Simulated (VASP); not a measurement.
Level of theory: PBEsol GGA, VASP's PBE PAW potentials (set 64) (plane waves; VASP 6.6.1).

A VASP calculation is set up with these files.

File KPOINTS:
```
Automatic mesh
0
Gamma
4 5 1
0 0 0
```

### INCAR
```
! general
SYSTEM   =  HgSe(110) slab
PREC     =  Normal
ENCUT    =  400   ! plane-wave cut-off (eV)
LREAL    =  .False.
LASPH    =  .True.   ! aspherical one-centre terms

! electronic loop
EDIFF    =  1E-6   ! SCF stop (eV)
NELM     =  100
NELMIN   =  4
ALGO     =  Normal   ! blocked Davidson
LMAXMIX  =  6   ! l cut-off of mixed one-centre charges

! smearing
ISMEAR   =  0
SIGMA    =  0.05   ! width (eV)

! functional
GGA      =  PS

! output
LWAVE    =  .False.
LCHARG   =  .False.
LORBIT   =  11   ! lm-projected
LVHAR    =  .True.

! other
LDIPOL   =  .True.
IDIPOL   =  3
DIPOL    =  0.5 0.5 0.5
```

### POSCAR
```
HgSe(110) slab
1.0
  6.1459242970   0.0000000000   0.0000000000
  0.0000000000   4.3458245150   0.0000000000
  0.0000000000   0.0000000000  28.2001167358
Hg Se
6 6
Cart
  5.8466288298   0.0000000000  18.9091278031
  3.1133243374   2.1729122575  17.6572179966
  0.0124345373   0.0000000000  14.9472459111
  3.0853966858   2.1729122575  13.2528708247
  0.0403621889   0.0000000000  10.5428987392
  2.7736666813   2.1729122575   9.2909889327
  1.6495269631   0.0000000000  17.1943897678
  4.6778935855   2.1729122575  19.7455116052
  1.6014835643   0.0000000000  12.8685837618
  4.6744457128   2.1729122575  15.3315329740
  1.6049314370   0.0000000000   8.4546051306
  4.7224891116   2.1729122575  11.0057269680
```

POTCAR, in this order: Hg Se (PBE.64 set). Program: vasp_std. Read from the step before: WAVECAR.

Output

OUTCAR:
```
 ion  position               nearest neighbor table
   1  0.951  0.000  0.671-   7 2.60   8 2.61   8 2.61   2 3.71   2 3.71
   2  0.507  0.500  0.626-   8 2.61   7 2.66   7 2.66  10 2.80   1 3.71   1 3.71
   3  0.002  0.000  0.530-   9 2.62  10 2.66  10 2.66   7 2.78
   4  0.502  0.500  0.470-  10 2.62   9 2.66   9 2.66  12 2.78
   5  0.007  0.000  0.374-  11 2.61  12 2.66  12 2.66   9 2.80   6 3.71   6 3.71
   6  0.451  0.500  0.329-  12 2.60  11 2.61  11 2.61   5 3.71   5 3.71
   7  0.268  0.000  0.610-   1 2.60   2 2.66   2 2.66   3 2.78
   8  0.761  0.500  0.700-   1 2.61   1 2.61   2 2.61
   9  0.261  0.000  0.456-   3 2.62   4 2.66   4 2.66   5 2.80
  10  0.761  0.500  0.544-   4 2.62   3 2.66   3 2.66   2 2.80
  11  0.261  0.000  0.300-   6 2.61   6 2.61   5 2.61
  12  0.768  0.500  0.390-   6 2.60   5 2.66   5 2.66   4 2.78
  LATTYP: Found a simple orthorhombic cell.
 ALAT       =     4.3458245150
 B/A-ratio  =     1.4142136379
 C/A-ratio  =     6.4890141418
 Subroutine PRICEL returns:
 Original cell was already a primitive cell.
 Subroutine GETGRP returns: Found  4 space group operations
The static configuration has the point symmetry C_1h.
 The point group associated with its full space group is C_2v.
The dynamic configuration has the point symmetry C_1h.
 Subroutine INISYM returns: Found  4 space group operations
 Subroutine IBZKPT returns following result:
...
```

File OSZICAR:
```
       N       E                     dE             d eps       ncg     rms          rms(c)
DAV:   1    -0.281822210962E+02   -0.28182E+02   -0.73270E-06  1104   0.886E-03    0.349E-03
DAV:   2    -0.281822205576E+02    0.53860E-06   -0.18455E-06   824   0.619E-03    0.162E-03
DAV:   3    -0.281822205187E+02    0.38892E-07   -0.60567E-07   720   0.242E-03    0.743E-04
DAV:   4    -0.281822205309E+02   -0.12180E-07   -0.84881E-08   688   0.107E-03
   1 F= -.28182221E+02 E0= -.28182203E+02  d E =-.342462E-04
```

File OUTCAR:
```
------------------------ aborting loop because EDIFF is reached ----------------------------------------
  FORCE on cell =-STRESS in cart. coord.  units (eV):
  Direction    XX          YY          ZZ          XY          YZ          ZX
  --------------------------------------------------------------------------------------
  Total       -0.9420458     -2.1700462     -0.3734271      0.0000000      0.0000000      0.0000000
  in kB       -2.0038828     -4.6160367     -0.7943395      0.0000000      0.0000000      0.0000000
  external PRESSURE =      -2.4714197 kB  Pullay stress =       0.0000000 kB
  volume of cell :      753.20
      direct lattice vectors                 reciprocal lattice vectors
     6.145924297  0.000000000  0.000000000     0.162709456  0.000000000  0.000000000
     0.000000000  4.345824515  0.000000000     0.000000000  0.230105932  0.000000000
     0.000000000  0.000000000 28.200116736     0.000000000  0.000000000  0.035460846
 POSITION                                       TOTAL-FORCE (eV/Angst)
 -----------------------------------------------------------------------------------
      5.84663      0.00000     18.90913         0.008396      0.000000     -0.013061
      3.11332      2.17291     17.65722         0.005119      0.000000     -0.001065
      0.01243      0.00000     14.94725         0.002006      0.000000      0.004848
      3.08540      2.17291     13.25287         0.002006      0.000000     -0.004848
      0.04036      0.00000     10.54290         0.005119      0.000000      0.001065
      2.77367      2.17291      9.29099         0.008396      0.000000      0.013061
      1.64953      0.00000     17.19439        -0.009845      0.000000     -0.013033
      4.67789      2.17291     19.74551        -0.002445      0.000000     -0.003755
      1.60148      0.00000     12.86858        -0.003232      0.000000     -0.003292
      4.67445      2.17291     15.33153        -0.003232      0.000000      0.003292
      1.60493      0.00000      8.45461        -0.002445      0.000000      0.003755
      4.72249      2.17291     11.00573        -0.009845      0.000000      0.013033
 -----------------------------------------------------------------------------------
    total drift:                                0.004203      0.000000      0.000005
  FREE ENERGIE OF THE ION-ELECTRON SYSTEM (eV)
  ---------------------------------------------------
  free  energy   TOTEN  =       -28.1822205309 eV

  energy  without entropy=      -28.1821862847  energy(sigma->0) =      -28.18220341

 total charge

# of ion       s       p       d       tot
------------------------------------------
    1        0.760   0.357   9.365  10.482
    2        0.714   0.385   9.376  10.475
    3        0.713   0.383   9.379  10.474
    4        0.713   0.383   9.379  10.474
    5        0.714   0.385   9.376  10.475
    6        0.760   0.357   9.365  10.482
    7        1.467   2.278   0.033   3.778
    8        1.475   2.257   0.031   3.763
    9        1.468   2.274   0.032   3.774
   10        1.468   2.274   0.032   3.774
   11        1.475   2.257   0.031   3.763
   12        1.467   2.278   0.033   3.778
--------------------------------------------------
tot         13.193  15.871  56.430  85.493
```
(Selected blocks of OUTCAR.)

The cell is a thin slab with vacuum, built from HgSe (zinc blende): (110) face.
